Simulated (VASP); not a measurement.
# CoC23 (a cell with a defect) in VASP: notebook, part 2 of 2

VASP 6.6.1. The steps go on from the part before.

### 5 Single point, PBEsol+U, collinear spin, ferromagnetic start

INCAR reads:

```
  PREC = Accurate
  ENCUT = 450
  EDIFF = 1E-5
  ISMEAR = 0
  SIGMA = 0.03
  LREAL = Auto
  LASPH = T
  NELM = 120
  ALGO = Normal
  ISIF = 2
  LWAVE = F
  LCHARG = F
  ISPIN = 2
  MAGMOM = 1 0 0 0 0 0 0 0 0 0 0 0 0 0 0 0 0 0 0 0 0 0 0 0
  LORBIT = 11
  NUPDOWN = 1
  LMAXMIX = 4
  LDAU = T
  LDAUTYPE = 2
  LDAUL = 2 -1
  LDAUU = 4 0
  LDAUJ = 0 0
  LDAUPRINT = 1
  GGA = PS
  KPAR = 4
```

KPOINTS reads:

```
Automatic mesh
0
Gamma
  3 4 4
```

POSCAR reads:

```
CoC23
1.0
    0.0000000000      5.3503200000      5.3503200000
    3.5668800000      0.0000000000      3.5668800000
    3.5668800000      3.5668800000      0.0000000000
Co C
1 23
Direct
    0.0000000000      0.0000000000      0.0000000000
    0.0000000000      0.0000000000      0.5000000000
    0.0000000000      0.5000000000      0.0000000000
    0.0000000000      0.5000000000      0.5000000000
    0.3333330000      0.0000000000      0.0000000000
    0.3333330000      0.0000000000      0.5000000000
    0.3333330000      0.5000000000      0.0000000000
    0.3333330000      0.5000000000      0.5000000000
    0.6666670000      0.0000000000      0.0000000000
    0.6666670000      0.0000000000      0.5000000000
    0.6666670000      0.5000000000      0.0000000000
    0.6666670000      0.5000000000      0.5000000000
    0.0833333333      0.1250000000      0.1250000000
    0.0833333333      0.1250000000      0.6250000000
    0.0833333333      0.6250000000      0.1250000000
    0.0833333333      0.6250000000      0.6250000000
    0.4166663333      0.1250000000      0.1250000000
    0.4166663333      0.1250000000      0.6250000000
    0.4166663333      0.6250000000      0.1250000000
    0.4166663333      0.6250000000      0.6250000000
    0.7500003333      0.1250000000      0.1250000000
    0.7500003333      0.1250000000      0.6250000000
    0.7500003333      0.6250000000      0.1250000000
    0.7500003333      0.6250000000      0.6250000000
```

Started as:

```console
$ cat potpaw_PBE.64/Co/POTCAR potpaw_PBE.64/C/POTCAR > POTCAR
$ mpirun -np 4 vasp_std > vasp.out
```

Run time: 4.5 min. Hardware: 4 MPI ranks of Intel Xeon Platinum 8488C (Sapphire Rapids), shared host; peak memory 0.39 GiB.

It converged, with:

- Free energy: -216.3436 eV
- Largest force: 10.859 eV/Å
- Net moment: 1.00 μB per cell
- Site moments: Co +0.54; C +0.01, +0.00, +0.04, +0.03, +0.02 μB
- Valence electrons inside the program's atomic spheres: Co 11.00; C 2.56, 2.57, 2.65, 2.66

Forces on the atoms (eV/Å):
```
Co  -0.040  0.190  0.190
C    0.008 -0.007 -0.544
C    0.008 -0.544 -0.007
C    0.521 -0.009 -0.009
C   -0.101  0.177  0.177
C   -0.206  0.167  0.234
C   -0.206  0.234  0.167
C   -0.013 -0.013 -0.013
C   -0.181  0.015  0.015
C    0.103  0.183 -0.097
C    0.103 -0.097  0.183
C   -0.040  0.021  0.021
C    5.566  6.033  6.033
C   -5.927 -5.725  5.964
C   -5.927  5.964 -5.725
C   -0.039  0.059  0.059
C   -0.050 -0.003 -0.003
C    0.118 -0.069 -0.014
C    0.118 -0.014 -0.069
C   -0.104  0.015  0.015
C    6.052 -6.375 -6.375
C    0.074 -0.044 -0.077
C    0.074 -0.077 -0.044
C    0.088 -0.079 -0.079
```

Eigenvalues of the final occupation matrices:
| site | spin | trace | eigenvalues |
| --- | --- | --- | --- |
| site 1 d | 1 | 4.59 | 0.88 0.89 0.91 0.96 0.96 |
| site 1 d | 2 | 4.26 | 0.78 0.78 0.78 0.95 0.95 |

Caveat: the k mesh is coarse (spacing up to 0.38 Å⁻¹), so the values aren't converged; the cutoff is under 1.25 times the usual one of these potentials, so pressure, stress and relaxed cells hold a basis-set (Pulay) error; the PAW data sets were made with another functional, which shifts forces and pressure a little; the total moment is fixed, so each spin has its own Fermi level; the U is typed as a test and isn't derived for this compound.

### 6 Relaxation of the atoms, PBEsol+U, collinear spin, ferromagnetic start

INCAR reads:

```
SYSTEM = CoC23
  ALGO = Normal
  EDIFF = 1E-5
  EDIFFG = -0.03
  ENCUT = 450
  GGA = PS
  IBRION = 2
  ISIF = 2
  ISMEAR = 0
  ISPIN = 2
  KPAR = 4
  LASPH = .TRUE.
  LCHARG = .FALSE.
  LDAU = .TRUE.
  LDAUJ = 0 0
  LDAUL = 2 -1
  LDAUPRINT = 1
  LDAUTYPE = 2
  LDAUU = 4 0
  LMAXMIX = 4
  LORBIT = 11
  LREAL = Auto
  LWAVE = .FALSE.
  MAGMOM = 5 0 0 0 0 0 0 0 0 0 0 0 0 0 0 0 0 0 0 0 0 0 0 0
  NELM = 120
  NSW = 40
  PREC = Accurate
  SIGMA = 0.03
```

KPOINTS reads:

```
k-points
0
G
  3 4 4
  0 0 0
```

POSCAR is that of step 5.

Potentials or basis: VASP PAW PBE potentials, release 64 (Co, C).

Started as:

```console
$ cat potpaw_PBE.64/Co/POTCAR potpaw_PBE.64/C/POTCAR > POTCAR
$ mpirun -np 4 vasp_std > vasp.out
```

It took 39 min on 4 MPI ranks of Intel Xeon Platinum 8488C (Sapphire Rapids), shared host; peak memory 0.41 GiB.

Results (log left out):

| Quantity | Value |
| --- | --- |
| Free energy | -219.6584 eV |
| Energy gained by relaxing | 128.4 meV/atom |
| Ionic steps | 19 |
| Largest force after relaxing | 0.021 eV/Å |
| Band gap on the k mesh | none (metal or under the smearing width) |
| Net moment | -0.12 μB per cell |
| Site moments | Co -0.10; C -0.00, +0.00 μB |
| Valence electrons inside the program's atomic spheres | Co 9.86; C 2.61, 2.59, 2.60, 2.58, 2.67, 2.64, 2.56, 2.57 |

Forces on the atoms (eV/Å):
```
Co   0.012 -0.012 -0.012
C    0.009  0.014  0.000
C    0.009  0.000  0.014
C    0.011  0.006  0.006
C   -0.008 -0.001 -0.001
C    0.000  0.006  0.002
C    0.000  0.002  0.006
C   -0.005 -0.002 -0.002
C   -0.016 -0.009 -0.009
C   -0.009  0.014 -0.003
C   -0.009 -0.003  0.014
C   -0.021  0.000  0.000
C    0.004 -0.003 -0.003
C    0.003  0.018  0.003
C    0.003  0.003  0.018
C    0.010  0.011  0.011
C    0.014 -0.010 -0.010
C    0.000  0.000  0.003
C    0.000  0.003  0.000
C    0.000 -0.003 -0.003
C    0.004 -0.011 -0.011
C   -0.006  0.001 -0.017
C   -0.006 -0.017  0.001
C    0.005 -0.007 -0.007
```

Step by step:
```csv
step,energy change (eV),largest force (eV/Å),pressure (GPa)
1,0.0000,10.2227,26.27
2,4.2689,8.7630,21.38
3,-2.9422,1.6324,18.50
4,-2.9419,1.6681,19.19
5,-2.9763,2.0960,18.79
6,-3.0514,0.6744,18.49
7,-3.0712,0.2059,18.38
8,-3.0714,0.1750,18.24
9,-3.0750,0.1559,18.29
10,-3.0757,0.1302,18.35
11,-3.0778,0.0816,18.33
12,-3.0779,0.1170,18.42
13,-3.0788,0.0730,18.30
14,-3.0788,0.0757,18.27
15,-3.0796,0.0613,18.29
16,-3.0797,0.0583,18.37
17,-3.0803,0.0598,18.28
18,-3.0804,0.0633,18.19
19,-3.0808,0.0208,18.52
```

Final structure:
```
Co C
1.0
     0.00000    5.35032    5.35032
     3.56688    0.00000    3.56688
     3.56688    3.56688    0.00000
Co C
1 23
Direct
  0.01148 0.99794 0.99794
  0.99803 0.99981 0.50109
  0.99803 0.50109 0.99981
  0.99814 0.49980 0.49980
  0.33401 0.00218 0.00218
  0.33648 0.99954 0.49388
  0.33648 0.49388 0.99954
  0.33106 0.50080 0.50080
  0.66808 0.99882 0.99882
  0.66205 0.00184 0.50361
  0.66205 0.50361 0.00184
  0.66578 0.49998 0.49998
  0.09185 0.14230 0.14230
  0.09105 0.13610 0.58631
  0.09105 0.58631 0.13610
  0.08248 0.62448 0.62448
  0.42499 0.11978 0.11978
  0.41306 0.12634 0.62847
  0.41306 0.62847 0.12634
  0.41638 0.62414 0.62414
  0.72841 0.13637 0.13637
  0.74928 0.12582 0.62483
  0.74928 0.62483 0.12582
  0.74741 0.62578 0.62578
```

Levels at points of the mesh, in eV from the Fermi level:
Spin up:
```tsv
k point	band 48	band 49	band 50	band 51	band 52	band 53
(0.00, 0.00, 0.00)	-3.08	-2.89	-2.87	0.51	1.83	1.98
(0.00, 0.50, 0.00)	-3.62	-2.73	-2.57	-0.60	0.70	1.49
(0.00, 0.50, 0.50)	-3.90	-2.73	-2.52	-0.78	0.93	1.48
```
Spin down:
| k point | band 47 | band 48 | band 49 | band 50 | band 51 | band 52 | band 53 | band 54 | band 55 | band 56 |
| --- | --- | --- | --- | --- | --- | --- | --- | --- | --- | --- |
| (0.00, 0.00, 0.00) | -3.36 | -3.10 | -2.89 | -2.89 | 0.47 | 1.75 | 1.97 | 2.79 | 2.88 | 3.00 |
| (0.00, 0.50, 0.00) | -3.89 | -3.66 | -2.77 | -2.62 | -0.78 | 0.65 | 1.43 | 2.73 | 3.15 | 3.73 |
| (0.00, 0.50, 0.50) | -4.06 | -3.94 | -2.77 | -2.60 | -0.82 | 0.89 | 1.33 | 2.29 | 2.90 | 4.16 |

Eigenvalues of the final occupation matrices:
```
    site  spin  trace               eigenvalues
site 1 d     1   4.11  0.66 0.74 0.82 0.94 0.94
site 1 d     2   4.19  0.67 0.81 0.82 0.94 0.94
```

Caveat: the k mesh is coarse (spacing up to 0.38 Å⁻¹), so the values aren't converged; the cutoff is under 1.25 times the usual one of these potentials, so pressure, stress and relaxed cells hold a basis-set (Pulay) error; the PAW data sets were made with another functional, which shifts forces and pressure a little; the moment fell far below its start of 5 μB, so a state of higher moment may lie lower in energy; the U is typed as a test and isn't derived for this compound. The state reached can hang on the start; a lower one may exist.

### 7 The runs side by side

| task | fixed moment (μB) | cell | gap on the mesh (eV) | moment (μB) | largest force (eV/Å) |
| --- | --- | --- | --- | --- | --- |
| single point | - | as given | none | 0.12 | 10.22 |
| single point | 5 | as given | - | 5.00 | 13.87 |
| single point | 3 | as given | - | 3.00 | 11.85 |
| single point | 1 | as given | - | 1.00 | 10.86 |
| relaxation of the atoms | - | atoms relaxed | none | 0.12 | 0.02 |

Alike in all rows: level PBEsol+U; potentials or basis VASP PAW PBE potentials, release 64 (Co, C); spin collinear, ferromagnetic start; Co d U = 4 eV; k mesh 3 × 4 × 4; cutoff (eV) 450; smearing gaussian 0.03 eV; the mesh is coarse, so values aren't converged.

Caveats: all runs use coarse meshes; the cutoff is under 1.25 times the usual one of these potentials, so pressure, stress and relaxed cells hold a basis-set (Pulay) error; the PAW data sets were made with another functional, which shifts forces and pressure a little; the U is typed as a test and isn't derived for this compound; the total moment is fixed, so each spin has its own Fermi level (some runs); the moment fell far below its start of 5 μB, so a state of higher moment may lie lower in energy (some runs); a pressure of tens of GPa on the cell as given is suspect, and the run, the potentials or the cell itself is likely at fault (some runs).

Total energies depend on the potentials used, so only differences within one code and one set of settings carry meaning.
